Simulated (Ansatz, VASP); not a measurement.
**Two plane-wave programs on P2Se2O**

The input INCAR:

```
SYSTEM = P2Se2O
ALGO = Normal
EDIFF = 1E-6
ENCUT = 520
GGA = PE
ISIF = 2
ISMEAR = 0
IVDW = 12
LASPH = .True.
LCHARG = .False.
LREAL = .False.
LWAVE = .False.
NBANDS = 22
NELM = 80
PREC = Accurate
SIGMA = 0.1
```

KPOINTS

```
k-points
0
Gamma
  6 6 4
  0 0 0
```

The input POSCAR:

```
P2Se2O
1.0
    4.3544656200      0.0000000000      0.0000000000
   -2.1772328100      3.7710778500      0.0000000000
    0.0000000000      0.0000000000      7.0752704400
P Se O
2 2 1
Direct
    0.3333333300      0.6666666700      0.0000000000
    0.6666666700      0.3333333300      0.0000000000
    0.0000000000      0.0000000000      0.7808794800
    0.0000000000      0.0000000000      0.2191205200
    0.0000000000      0.0000000000      0.5000000000
```

Input for Ansatz:

```yaml
crystal:
  lattice:
    - [4.35446562, 0.0, 0.0]
    - [-2.17723281, 3.77107785, 0.0]
    - [0.0, 0.0, 7.07527044]
  atoms:
    - { symbol: P, position: [0.33333333, 0.66666667, 0.0] }
    - { symbol: P, position: [0.66666667, 0.33333333, 0.0] }
    - { symbol: Se, position: [0.0, 0.0, 0.78087948] }
    - { symbol: Se, position: [0.0, 0.0, 0.21912052] }
    - { symbol: O, position: [0.0, 0.0, 0.5] }
basis:
  ecutwfc: 420
kpoints:
  mp_grid: { grid: [6, 6, 4] }
hamiltonian:
  xc: pbe
  dispersion: d3bj
scf:
  occupations: { method: gaussian, width: 0.1 }
  lower_state_search: "off"
output:
  forces: true
  stress: true
  eigenvalues: true
```

Alike in both runs: task single point; functional PBE; dispersion D3(BJ); k mesh 6 × 6 × 4; occupations gaussian, width 0.1 eV; no spin polarisation.

|  | VASP | Ansatz |
| --- | --- | --- |
| version | VASP 6.6.1 | Ansatz 0.2.0 |
| potentials or method | VASP PAW PBE potentials, release 64 (P, Se, O) | scalar-relativistic, plane waves, PAW |
| plane-wave cutoff (eV) | 520 | 420 |
| valence electrons in the cell | 28 | 48 |

```tsv
	VASP	Ansatz	Ansatz less VASP
gap on the k mesh at the Fermi level (eV)	none	none	-
pressure (GPa)	-6.1	-6.1	+0.02
largest component of the traceless stress (GPa)	2.94	3.02	+0.084
rms of the force components (eV/Å)	0.241	0.248	+0.0063
```

Atom by atom the forces differ by 0.006 eV/Å (rms over components). A gap of «none» marks a metal or a gap that the smearing closes. The two sets of potentials don't hold the same shells in valence.

Caveats: pairwise dispersion overbinds metals, which lowers pressure and volume.
